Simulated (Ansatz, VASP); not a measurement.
# LiF (Griceite) in two plane-wave programs, part 3 of 3

One calculation is typed for both programs; each brings its own data sets. How far apart do they land? The cell is taken from a series of runs on this material, whose earlier steps may have relaxed, scaled, displaced or heated it; both programs get it as it stands.

VASP 6.6.1 and Ansatz 0.2.0.

So far: Starting point; VASP: zone-centre phonons, LDA, pair 1; Ansatz: zone-centre phonons, LDA, pair 1; Differences; VASP: zone-centre phonons, LDA, pair 2; Ansatz: zone-centre phonons, LDA, pair 2.

## Step 8: VASP: zone-centre phonons, LDA, pair 3

Level of this step: LDA; plane waves and PAW (Li_sv, F) (VASP).

Second derivatives magnify differences that forces hide, and they need a tight electronic threshold. The cell compared in this pair holds 14.02 Å³, against 13.72 Å³ for the pair before.

INCAR

```
SYSTEM = LiF
PREC = Accurate
ENCUT = 750
EDIFF = 1E-08
NELM = 120
ISMEAR = 0
SIGMA = 0.01
LREAL = .FALSE.
ALGO = Normal
GGA = CA
NBANDS = 11
LORBIT = 11
LWAVE = .FALSE.
LCHARG = .FALSE.
ISIF = 2
IBRION = 8
LEPSILON = .TRUE.
LASPH = .TRUE.
GGA_COMPAT = .FALSE.
EFERMI = MIDGAP
KPAR = 2
```

POSCAR

```
LiF
1.0
    0.0000000000      1.9137448101      1.9137448101
    1.9137448101      0.0000000000      1.9137448101
    1.9137448101      1.9137448101      0.0000000000
Li F
1 1
Direct
    0.0000000000      0.0000000000      0.0000000000
    0.5000000000      0.5000000000      0.5000000000
```

KPOINTS

```
Automatic mesh
0
Gamma
12 12 12
0 0 0
```

Potentials, in the order of the species: Li_sv and F (LDA family, release 64).

Launch:

```
$ mpirun -np 2 vasp_std
```

Numbers of over 12 decimals in the logs are rounded to 6 here.

Log:

```text
[... set-up lines as in an earlier step ...]
 entering main loop
       N       E                     dE             d eps       ncg     rms          rms(c)
DAV:   1     0.406106449951E+02    0.40611E+02   -0.71321E+03  1600   0.123E+03
DAV:   2    -0.963965657472E+01   -0.50250E+02   -0.49270E+02  1886   0.232E+02
DAV:   3    -0.109696347530E+02   -0.13300E+01   -0.13246E+01  1970   0.340E+01
DAV:   4    -0.109827341546E+02   -0.13099E-01   -0.13098E-01  1937   0.356E+00
[...]
DAV:  12    -0.104894894071E+02   -0.18742E-08   -0.27076E-07  2130   0.381E-03    0.803E-04
DAV:  13    -0.104894893950E+02    0.12049E-07   -0.27225E-08  1778   0.163E-03    0.191E-04
DAV:  14    -0.104894893945E+02    0.53888E-09   -0.16063E-09  1167   0.498E-04
   1 F= -.10489489E+02 E0= -.10489489E+02  d E =0.000000E+00
 Linear response reoptimize wavefunctions to high precision
DAV:   1    -0.104894893946E+02   -0.12153E-09   -0.96450E-10  1774   0.259E-04
DAV:   2    -0.104894893946E+02    0.79581E-11   -0.82424E-12  1116   0.274E-05
 Linear response G [H, r] |phi>, progress :
  Direction:   1
[...]
RMM:  17    -0.178316636796E+00   -0.68955E-07   -0.82720E-07  7443   0.638E-04    0.294E-05
 first order change of Fermi-energy   0.17656E-03
 force on displaced ion       1 direction 1 :  -3.023   0.000   0.000
 Born effective charge ion    1 direction 1 :   1.031   0.000   0.000
 Linear response progress:
  Degree of freedom:   2/  2
       N       E                     dE             d eps       ncg     rms          rms(c)
RMM:   1    -0.512218785538E+00   -0.51222E+00    0.49548E-01  6783   0.481E+00
RMM:   2    -0.505506328308E+00    0.67125E-02   -0.69592E-03  6489   0.748E-01    0.956E-02
RMM:   3    -0.507148553846E+00   -0.16422E-02   -0.81039E-04  6950   0.211E-01    0.515E-02
RMM:   4    -0.509190465946E+00   -0.20419E-02   -0.26540E-04  6667   0.124E-01    0.105E-02
[...]
RMM:  11    -0.509271600707E+00    0.15655E-07   -0.84949E-09  8148   0.414E-04    0.109E-06
RMM:  12    -0.509271577907E+00    0.22800E-07   -0.67579E-08  7920   0.359E-04    0.736E-07
RMM:  13    -0.509271571440E+00    0.64668E-08   -0.29653E-08  7611   0.338E-04    0.600E-07
 first order change of Fermi-energy   0.15700E-02
 force on displaced ion       2 direction 1 :  -3.013   0.000   0.000
 Born effective charge ion    2 direction 1 :  -1.031   0.000   0.000
 Born effective charges drift removed
 Linear response finished
```

OUTCAR, selected parts (step 8):

```text
  Total        0.4993745      0.4993745      0.4993745      0.0000000      0.0000000     -0.0000000
  in kB       57.0761709     57.0761709     57.0761709      0.0000000      0.0000000     -0.0000000
  external PRESSURE =      57.0761709 kB  Pullay stress =       0.0000000 kB

 POSITION                                       TOTAL-FORCE (eV/Angst)
 -----------------------------------------------------------------------------------
      0.00000      0.00000      0.00000        -0.000000     -0.000000      0.000000
      1.91374      1.91374      1.91374         0.000000      0.000000     -0.000000
 -----------------------------------------------------------------------------------
    total drift:                               -0.000000     -0.000000      0.000000

 MACROSCOPIC STATIC DIELECTRIC TENSOR (including local field effects in DFT)
 ------------------------------------------------------
           2.129886    -0.000000    -0.000000
           0.000000     2.129886     0.000000
          -0.000000     0.000000     2.129886
 ------------------------------------------------------

 MACROSCOPIC STATIC DIELECTRIC TENSOR IONIC CONTRIBUTION
 ------------------------------------------------------
           4.545063     0.000000     0.000000
           0.000000     4.545063     0.000000
           0.000000     0.000000     4.545063
 ------------------------------------------------------

[... 1 part as in an earlier step ...]

[... 1 further part left out ...]
```

## Step 9: Ansatz: zone-centre phonons, LDA, pair 3

The same cell, functional (in two slightly different forms) and mesh now go to Ansatz, which takes its cutoff from its data sets.

The cell is taken from a series of runs on this material, whose earlier steps may have relaxed, scaled, displaced or heated it; both programs get it as it stands.

input.yaml

```yaml
crystal:
  lattice:
    - [0.0, 1.9137448101, 1.9137448101]
    - [1.9137448101, 0.0, 1.9137448101]
    - [1.9137448101, 1.9137448101, 0.0]
  atoms:
    - { symbol: Li, position: [0.0, 0.0, 0.0] }
    - { symbol: F, position: [0.5, 0.5, 0.5] }
kpoints:
  mp_grid: { grid: [12, 12, 12] }
hamiltonian:
  xc: lda
  pseudopotentials: { kind: paw, azcp: { folder: soft_1 }, xc_functional: pbe }
scf:
  occupations: { method: fixed }
output:
  eigenvalues: true
phonons:
  method: dfpt
  dielectric: true
  rigid_motions: translations
```

Launch:

```
$ ansatz run input.yaml --threads 4 --pin off --max-ram 10240MiB --backend cpu --events-out ev --progress --plain --runs-dir out
```

Log:

```text
[...]
Crystal: 2 atoms, lattice volume = 14.018 Å³
Basis set: ecut = 420 eV, 283 PW (Γ), exchange–correlation on 40×40×40 points (8 copies of the dense FFT grid, shifted against one another)
Bands: 9, of which v1, the nominal top of the filled ones, is band 5 counted from 1 (4 counted from 0)
Symmetry: 48 space group operations
k-points: 163 of 1728 (irreducible under 8 space group operations, time reversal used)
[...]
optical modes at Γ + LO–TO along q̂ = [1.0000, 0.0000, 0.0000]:
      ω (cm⁻¹)  modes    IR ((D/Å)²/amu)
[...]
optical modes at Γ + LO–TO along q̂ = [0.0000, 1.0000, 0.0000]:
      ω (cm⁻¹)  modes    IR ((D/Å)²/amu)
        395.38      2             9.6886
        707.99      1             4.8443
  optical modes at Γ + LO–TO along q̂ = [0.0000, 0.0000, 1.0000]:
      ω (cm⁻¹)  modes    IR ((D/Å)²/amu)
        395.38      2             9.6886
        707.99      1             4.8443
[key lines of the parts left out:]
SCF converged after 7 iterations
Free energy (F): -998.686452 eV
Fermi energy:    1.899318 eV
```

## Step 10: Side by side

Both answers:

```
                                     quantity  Ansatz   VASP  difference
                                        ε∞ xx    2.14   2.13     +0.33 %
                                        ε∞ yy    2.14   2.13     +0.33 %
                                        ε∞ zz    2.14   2.13     +0.33 %
Born charge of Li1 (mean of the diagonal) (e)    1.03   1.03        0.00
 Born charge of F2 (mean of the diagonal) (e)   -1.03  -1.03        0.00
                   optical mode 1 to 3 (cm⁻¹)   395.4  400.5     -1.27 %
```

Modes are paired by rising frequency, not by their patterns, so a pair may set unlike modes beside each other; they are those without the splitting of longitudinal modes.

## Step 11: Outcome

| Property | Result |
| --- | --- |
| r.m.s. difference of the optical zone-centre modes, each program's sorted by frequency (zone-centre phonons, LDA, pair 1) | 4.2 cm⁻¹ |
| difference in optical mode 1 to 3 (zone-centre phonons, LDA, pair 1) | -0.9 % |
| r.m.s. difference of the optical zone-centre modes, each program's sorted by frequency (zone-centre phonons, LDA, pair 2) | 4.1 cm⁻¹ |
| difference in optical mode 1 to 3 (zone-centre phonons, LDA, pair 2) | -1.0 % |
| r.m.s. difference of the optical zone-centre modes, each program's sorted by frequency (zone-centre phonons, LDA, pair 3) | 5.1 cm⁻¹ |
| difference in optical mode 1 to 3 (zone-centre phonons, LDA, pair 3) | -1.3 % |

What this shows: The r.m.s. difference of the optical zone-centre modes, each program's sorted by frequency is 4.2 cm⁻¹ (zone-centre phonons, LDA, pair 1). Among the rows given in per cent, the largest difference of the zone-centre phonons, LDA, pair 1 pair is in optical mode 1 to 3, -0.9 %. Among the rows given in per cent, the largest difference of the zone-centre phonons, LDA, pair 2 pair is in optical mode 1 to 3, -1.0 %. Among the rows given in per cent, the largest difference of the zone-centre phonons, LDA, pair 3 pair is in optical mode 1 to 3, -1.3 %. 1 further run of this series is not shown here. How closely two codes agree says nothing of how well the functional describes the real material.

[Lines on the potential files, build, host, timing and source positions are cut from VASP's logs without a mark.]

[Logs are printed without paths, hosts, clocks, repeated set-up lines and the standing remarks that a program may print on its own settings, such as how far it seeks lower states.]

[Hosts, paths, dates, database ids (printed as entryN), source tags and the programs' standing remarks are cut or masked in the printed files.]
